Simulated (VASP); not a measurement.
Energy against volume of MgF$_{2}$ (rutile). All values below come from r2SCAN+rVV10, VASP's PBE PAW potentials (set 64) (plane waves; VASP). Numerical set-up: 520 eV cut-off, 5×5×7 Γ-centred mesh, Gaussian smearing of 0.050 eV, potentials Mg F.

Shape and ions are relaxed at each volume.

| V (Å³/atom) | E (eV/atom) |
|---|---|
| 10.319 | -7.09713 |
| 10.639 | -7.10134 |
| 10.958 | -7.09884 |
| 11.277 | -7.09065 |

Question: Fit these four points and predict the energy of the run at 10.000 Å³/atom.

Answer: A cubic in V^(−2/3), the third-order Birch-Murnaghan form, passes through the four points with V0 = 10.67 Å³/atom and B0 = 110 GPa, and gives -7.0851 eV/atom there. The run gave -7.0849 eV/atom, +0.1 meV/atom from the fit; all five points give B0 = 111 GPa.

The compound is MgF2 in the rutile structure. It was relaxed first.
